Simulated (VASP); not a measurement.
# GaGe (F-43m) in VASP: notebook

The runs below take GaGe through single point, with r2SCAN.

Everything below comes from runs of VASP 6.6.1. Logs are shortened: lines on timing, memory, paths and dates and some standing lists are left out, and cuts for length are marked.

**1. Starting point**

It takes space group F-43m (No. 216, cubic). Conventional cell: a = 5.796 Å, b = 5.796 Å, c = 5.796 Å, α = 90.00°, β = 90.00°, γ = 90.00°. Ge (site symmetry -43m) is surrounded by 4 Ga at 2.51 Å. Around Ga (site symmetry -43m) lie 4 Ge at 2.51 Å.

The cell comes from a database or a generator and needn't be the stable form of this composition.

**2. Single point, r2SCAN**

Input file INCAR:

```
SYSTEM = GaGe
PREC = Low ; ENCUT = 550
EDIFF = 1E-6 ; ISMEAR = -1
SIGMA = 0.1 ; LREAL = .False.
LASPH = .True. ; NELM = 100
ALGO = Normal ; ISIF = 2
LWAVE = .False. ; LCHARG = .False.
METAGGA = R2SCAN ; LMIXTAU = .True.
NBANDS = 10 ; ADDGRID = .False.
```

Input file KPOINTS:

```
regular mesh
0
Gamma
  17 17 17
  0 0 0
```

Input file POSCAR:

```
GaGe
1.0
    0.0000000000      2.8978440000      2.8978440000
    2.8978440000      0.0000000000      2.8978440000
    2.8978440000      2.8978440000      0.0000000000
Ge Ga
1 1
Direct
    0.0000000000      0.0000000000      0.0000000000
    0.2500000000      0.2500000000      0.2500000000
```

Potentials or basis: VASP PAW PBE potentials, release 64 (Ge, Ga).

The run is started by

```
$ cat potpaw_PBE.64/Ge/POTCAR potpaw_PBE.64/Ga/POTCAR > POTCAR
$ mpirun -np 1 vasp_std > vasp.out
```

OUTCAR:

```text
SYSTEM = GaGe
   PREC = Low
   ENCUT = 550
   EDIFF = 1E-6
   ISMEAR = -1
   LREAL = .False.
   LASPH = .True.
   NELM = 100
   ISIF = 2
   METAGGA = R2SCAN

 Found    165 irreducible k-points:

 Following reciprocal coordinates:
            Coordinates               Weight
  0.000000  0.000000  0.000000      1.000000
  0.058824  0.000000  0.000000      8.000000
  0.117647  0.000000  0.000000      8.000000
  0.176471  0.000000  0.000000      8.000000
  0.235294  0.000000  0.000000      8.000000
  0.294118  0.000000  0.000000      8.000000
   k-points           NKPTS =    165   k-points in BZ     NKDIM =    165   number of bands    NBANDS=     10
   number of dos      NEDOS =    301   number of ions     NIONS =      2
   total plane-waves  NPLWV =  13824
   dimension x,y,z NGX =    24 NGY =   24 NGZ =   24
   dimension x,y,z NGXF=    24 NGYF=   24 NGZF=   24
   ions per type =               1   1
   NGX,Y,Z   is equivalent  to a cutoff of   9.74,  9.74,  9.74 a.u.
   NGXF,Y,Z  is equivalent  to a cutoff of   9.74,  9.74,  9.74 a.u.
 SYSTEM =  GaGe
   PREC   = low       normal or accurate (medium, high low for compatibility)
   ISTART =      0    job   : 0-new  1-cont  2-samecut
   ICHARG =      2    charge: 1-file 2-atom 10-const
   ISPIN  =      1    spin polarized calculation?
   LNONCOLLINEAR =      F non collinear calculations
   LSORBIT =      F    spin-orbit coupling
   LASPH  =      T    aspherical Exc in radial PAW
   ENCUT  =  550.0 eV  40.42 Ry    6.36 a.u.   7.84  7.84  7.84*2*pi/ulx,y,z
   NELM   =    100;   NELMIN=  2; NELMDL= -5     # of ELM steps
   EDIFF  = 0.1E-05   stopping-criterion for ELM
   LREAL  =      F    real-space projection
   EDIFFG = 0.1E-04   stopping-criterion for IOM
   NSW    =      0    number of steps for IOM
   IBRION =     -1    ionic relax: 0-MD 1-quasi-New 2-CG
   NFREE  =      0    steps in history (QN), initial steepest desc. (CG)
   ISIF   =      2    stress and relaxation
   ISYM   =      2    0-nonsym 1-usesym 2-fastsym
   POTIM  = 0.5000    time-step for ionic-motion
   TEBEG  =    0.0;   TEEND  =   0.0 temperature during run
   PSTRESS=    0.0 pullay stress
   NELECT =       7.0000    total number of electrons
   NUPDOWN=      -1.0000    fix difference up-down
   EMIN   =  10.00;   EMAX   =-10.00  energy-range for DOS
   EFERMI =   0.00;   METHOD = LEGACY
   ISMEAR =    -1;   SIGMA  =   0.10  broadening in eV -4-tet -1-fermi 0-gaus
   EFERMI_NEDOS =   21; number of points for ismear=-14 and -15
   IALGO  =     38    algorithm
   IMIX   =      4    mixing-type and parameters
     AMIX     =   0.40;   BMIX     =  1.00
     AMIX_MAG =   1.60;   BMIX_MAG =  1.00
  volume/ion in A,a.u.               =      24.33       164.22
  Fermi-wavevector in a.u.,A,eV,Ry     =   0.857740  1.620894 10.010058  0.735719
  Thomas-Fermi vector in A             =   1.974840
   LORBIT       =      0    0 simple, 1 ext, 2 COOP (PROOUT), +10 PAW based schemes
   METAGGA = R2SCAN    functional components
   LHFCALC =     F    Hartree Fock is set to
   AEXX    =    0.0000 exact exchange contribution
   IVDW    =     0    specifies the selected vdW correction
   LEPSILON=     F    determine dielectric tensor
   LRPA    =     F    only Hartree local field effects (RPA)
 non-spin polarized calculation
  energy-cutoff  :      550.00
  volume of cell :       48.67
 maximum number of plane-waves:      1438
   NGX = 15   NGY = 15   NGZ = 15

 number of electron       6.9999960 magnetization

 Free energy of the ion-electron system (eV)
  ---------------------------------------------------
  ext. energy  EPLUGINS =         0.00000000
  ---------------------------------------------------
  free energy    TOTEN  =       -24.93618095 eV

  energy without entropy =      -24.89783514  energy(sigma->0) =      -24.91700805

 E-fermi :   1.1357     XC(G=0):  -9.1498

 val. band max:        1.1335753945   @ k =  -0.4706   0.0588   0.0000
 cond. band min:       1.1410691734   @ k =  -0.2941   0.2353   0.0588
 fundamental gap:      0.0074937789
 Fermi energy:         1.1356585788

 k-point     1 :       0.0000    0.0000    0.0000
  band No.  band energies     occupation
      1      -9.8043      2.00000
      2       2.9141      0.00000
      3       2.9141      0.00000
      4       2.9141      0.00000
      5       3.7675      0.00000
      6       5.7992      0.00000
      7       5.7992      0.00000
      8       5.7992      0.00000
      9       9.6036      0.00000
     10      12.2576      0.00000

 k-point     2 :       0.0588    0.0000    0.0000
  band No.  band energies     occupation
      1      -9.7626      2.00000
      2       2.1407      0.00009
      3       2.8330      0.00000
      4       2.8330      0.00000
      5       4.2599      0.00000
      6       5.9094      0.00000
      7       5.9095      0.00000
      8       5.9677      0.00000
      9       9.8428      0.00000
     10      11.9293      0.00000

 k-point     3 :       0.1176    0.0000    0.0000
  band No.  band energies     occupation
      1      -9.6383      2.00000
      2       0.9987      1.59466
      3       2.6295      0.00000
      4       2.6295      0.00000
      5       4.4752      0.00000
      6       6.1858      0.00000
      7       6.1858      0.00000
      8       6.6148      0.00000
      9      10.4534      0.00000
     10      11.4486      0.00000

 k-point     4 :       0.1765    0.0000    0.0000
  band No.  band energies     occupation
      1      -9.4343      2.00000
      2      -0.1570      2.00000
      3       2.3755      0.00001
      4       2.3755      0.00001
      5       4.3504      0.00000
      6       6.5116      0.00000
      7       6.5116      0.00000
      8       7.5617      0.00000
      9      11.0392      0.00000
     10      11.1434      0.00000

 k-point     5 :       0.2353    0.0000    0.0000
  band No.  band energies     occupation
      1      -9.1565      2.00000
      2      -1.2640      2.00000
      3       2.1237      0.00010
      4       2.1237      0.00010
      5       4.1435      0.00000
      6       6.7706      0.00000
      7       6.7706      0.00000
      8       8.5837      0.00000
      9      11.0594      0.00000
     10      11.1311      0.00000

 k-point     6 :       0.2941    0.0000    0.0000
  band No.  band energies     occupation
      1      -8.8169      2.00000
      2      -2.2855      2.00000
      3       1.9034      0.00093
      4       1.9034      0.00093
      5       3.9453      0.00000
      6       6.8974      0.00000
      7       6.8974      0.00000
      8       9.5792      0.00000
      9      10.8642      0.00000
     10      11.4621      0.00000

 [... further k-points ...]

------------------------ aborting loop because EDIFF is reached ----------------------------------------

  FORCE on cell =-STRESS in cart. coord.  units (eV):
  Direction    XX          YY          ZZ          XY          YZ          ZX
  --------------------------------------------------------------------------------------
  -------------------------------------------------------------------------------------
  Total       -0.6554007     -0.6554007     -0.6554007      0.0000000     -0.0000000      0.0000000
  in kB      -21.5755792    -21.5755792    -21.5755792      0.0000000     -0.0000000      0.0000000
  external PRESSURE =     -21.5755792 kB  Pullay stress =       0.0000000 kB

 VOLUME and BASIS-vectors are now :
 -----------------------------------------------------------------------------
  energy-cutoff  :      550.00
  volume of cell :       48.67
      direct lattice vectors                 reciprocal lattice vectors
     0.000000000  2.897844000  2.897844000    -0.172542069  0.172542069  0.172542069
     2.897844000  0.000000000  2.897844000     0.172542069 -0.172542069  0.172542069
     2.897844000  2.897844000  0.000000000     0.172542069  0.172542069 -0.172542069

 POSITION                                       TOTAL-FORCE (eV/Angst)
 -----------------------------------------------------------------------------------
      0.00000      0.00000      0.00000        -0.000000     -0.000000     -0.000000
      1.44892      1.44892      1.44892         0.000000      0.000000      0.000000
 -----------------------------------------------------------------------------------
    total drift:                                0.000043      0.000043      0.000043

  FREE ENERGIE OF THE ION-ELECTRON SYSTEM (eV)
  ---------------------------------------------------
  free  energy   TOTEN  =       -24.9361809547 eV

  energy  without entropy=      -24.8978351406  energy(sigma->0) =      -24.91700805
```

Wall time 74 s (1 thread of Intel Xeon Platinum 8488C (Sapphire Rapids), shared host); peak memory 0.2 GiB.

These settings aren't checked as converged: the numbers below hold their error.

Results:

```yaml
Free_energy: -24.9362 eV
Pressure: -2.2 GPa
Band_gap_on_the_k_mesh: none (metal or under the smearing width)
```

Caveat: the PAW data sets were made with another functional, which shifts forces and pressure a little.

**3. Single point, r2SCAN**

INCAR: that of step 2 with these lines changed.

```diff
@@ -1,3 +1,3 @@
 SYSTEM = GaGe
-PREC = Low ; ENCUT = 550
+PREC = Normal ; ENCUT = 550
 EDIFF = 1E-6 ; ISMEAR = -1
```

KPOINTS is that of step 2.

POSCAR is that of step 2.

Potentials or basis: VASP PAW PBE potentials, release 64 (Ge, Ga).

The run is started by

```
$ cat potpaw_PBE.64/Ge/POTCAR potpaw_PBE.64/Ga/POTCAR > POTCAR
$ mpirun -np 1 vasp_std > vasp.out
```

Run time: 80 s. Hardware: 1 thread of Intel Xeon Platinum 8488C (Sapphire Rapids), shared host; peak memory 0.22 GiB.

The run converged, but some of its settings lie outside the range that counts as converged, so its numbers aren't taken as properties of the crystal.

Results:

| Property | Result |
| --- | --- |
| Free energy | -24.9363 eV |
| Pressure | -2.2 GPa |
| Band gap on the k mesh | none (metal or under the smearing width) |

Caveat: the PAW data sets were made with another functional, which shifts forces and pressure a little.
